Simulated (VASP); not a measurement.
Method: PBEsol GGA, VASP's PBE PAW potentials (set 64) (plane waves; VASP).

VASP input:

File POSCAR:
```
Ag
5.1836380
 -0.5000000332   0.5000000332   0.2623755748
  0.5000000332  -0.5000000332   0.2623755748
  0.5000000332   0.5000000332  -0.2623755748
Ag
2
Cartesian
  0.0000000000   0.5000000332   0.1311877874
  0.5000000332   0.5000000332  -0.2623755748
```

KPOINTS:
```
Automatic mesh
0
Gamma
17 17 17
0 0 0
```

### INCAR
```
! general
SYSTEM  = Ag
PREC    = Accurate
ENCUT   = 400
LREAL   = .False.
LASPH   = .True.

! electronic loop
EDIFF   = 1E-7
NELM    = 100
ALGO    = Normal
LMAXMIX = 4

! smearing
ISMEAR  = -5

! functional
GGA     = PS

! ions
ISIF    = 2

! output
LWAVE   = .False.
LCHARG  = .True.
LORBIT  = 11
NEDOS   = 601
```

POTCAR, in this order: Ag (PBE.64 set). Program: vasp_std.

What VASP printed:

### OSZICAR
```
       N       E                     dE             d eps       ncg     rms          rms(c)
DAV:   1     0.100513880544E+03    0.10051E+03   -0.99728E+03 12885   0.114E+03
DAV:   2    -0.555558952257E+01   -0.10607E+03   -0.10239E+03 12955   0.259E+02
DAV:   3    -0.667007914199E+01   -0.11145E+01   -0.11134E+01 14376   0.321E+01
DAV:   4    -0.667338807976E+01   -0.33089E-02   -0.33091E-02 14040   0.165E+00
DAV:   5    -0.667342058263E+01   -0.32503E-04   -0.32503E-04 14831   0.168E-01    0.741E+00
DAV:   6    -0.607114376260E+01    0.60228E+00   -0.20725E+00 12591   0.157E+01    0.455E+00
DAV:   7    -0.605309336151E+01    0.18050E-01   -0.19562E-02 14054   0.125E+00    0.258E+00
DAV:   8    -0.604545992329E+01    0.76334E-02   -0.13776E-03 13151   0.358E-01    0.109E-01
DAV:   9    -0.604547768339E+01   -0.17760E-04   -0.34377E-05 15041   0.517E-02    0.186E-02
DAV:  10    -0.604548483530E+01   -0.71519E-05   -0.44938E-06 13599   0.226E-02    0.378E-03
DAV:  11    -0.604548489774E+01   -0.62442E-07   -0.18052E-07 10458   0.446E-03
   1 F= -.60454849E+01 E0= -.60454849E+01  d E =0.000000E+00
```

**OUTCAR**
```
------------------------ aborting loop because EDIFF is reached ----------------------------------------
  FORCE on cell =-STRESS in cart. coord.  units (eV):
  Direction    XX          YY          ZZ          XY          YZ          ZX
  --------------------------------------------------------------------------------------
  Total        0.0490478      0.0490478     -0.0509509      0.0000000      0.0000000      0.0000000
  in kB        2.1503187      2.1503187     -2.2337516      0.0000000      0.0000000      0.0000000
  external PRESSURE =       0.6889619 kB  Pullay stress =       0.0000000 kB
  volume of cell :       36.54
      direct lattice vectors                 reciprocal lattice vectors
    -2.591819172  2.591819172  1.360060000     0.000000000  0.192914693  0.367630840
     2.591819172 -2.591819172  1.360060000     0.192914693  0.000000000  0.367630840
     2.591819172  2.591819172 -1.360060000     0.192914693  0.192914693  0.000000000
 POSITION                                       TOTAL-FORCE (eV/Angst)
 -----------------------------------------------------------------------------------
      0.00000      2.59182      0.68003        -0.000000      0.000000     -0.000000
      0.00000      0.00000      0.00000         0.000000     -0.000000      0.000000
 -----------------------------------------------------------------------------------
    total drift:                               -0.000000      0.000000      0.000000
  FREE ENERGIE OF THE ION-ELECTRON SYSTEM (eV)
  ---------------------------------------------------
  free  energy   TOTEN  =        -6.0454848977 eV

  energy  without entropy=       -6.0454848977  energy(sigma->0) =       -6.04548490

 total charge

# of ion       s       p       d       tot
------------------------------------------
    1        0.439   0.282   9.166   9.887
    2        0.439   0.282   9.166   9.887
--------------------------------------------------
tot          0.878   0.563  18.332  19.774
```
(Selected blocks of OUTCAR.)

**OUTCAR**
```
 val. band max:        7.3239824799   @ k =  -0.3529  -0.4118   0.2353

 cond. band min:       7.2930047769   @ k =  -0.3529  -0.3529   0.0588


 Fermi energy:         7.3036056762

 k-point     1 :       0.0000    0.0000    0.0000
  band No.  band energies     occupation
      1       0.0083      2.00000
      2       1.1350      2.00000
      3       1.3523      2.00000
      4       1.6507      2.00000
      5       1.8523      2.00000
      6       3.8137      2.00000
      7       3.8137      2.00000
      8       3.8471      2.00000
      9       3.8471      2.00000
     10       4.4946      2.00000
     11       5.1109      2.00000
     12      11.5066      0.00000
     13      11.5066      0.00000
     14      16.3396      0.00000
     15      17.7799      0.00000

 k-point     2 :       0.0588   -0.0000    0.0000
  band No.  band energies     occupation
      1       0.1143      2.00000
      2       1.1730      2.00000
      3       1.3602      2.00000
      4       1.7449      2.00000
      5       1.9037      2.00000
      6       3.6426      2.00000
      7       3.6508      2.00000
      8       3.8929      2.00000
      9       3.8961      2.00000
     10       4.4823      2.00000
     11       5.0777      2.00000
     12      11.5928      0.00000
     13      11.6031      0.00000
     14      16.4846      0.00000
     15      17.8708      0.00000

 k-point     3 :       0.1176    0.0000   -0.0000
  band No.  band energies     occupation
      1       0.4192      2.00000
      2       1.2823      2.00000
      3       1.4046      2.00000
      4       1.9886      2.00000
      5       2.0583      2.00000
      6       3.3562      2.00000
      7       3.4150      2.00000
      8       3.8147      2.00000
      9       3.8485      2.00000
     10       4.4466      2.00000
     11       5.0041      2.00000
     12      11.7957      0.00000
     13      11.8631      0.00000
     14      16.9331      0.00000
     15      18.1507      0.00000
...
```

For a metal the tetrahedron method with Blöchl corrections gives inexact stress and forces.

The structure was generated: Ag was put into the beta-Sn type (I4_1/amd), which need not be its known phase. It was relaxed first.
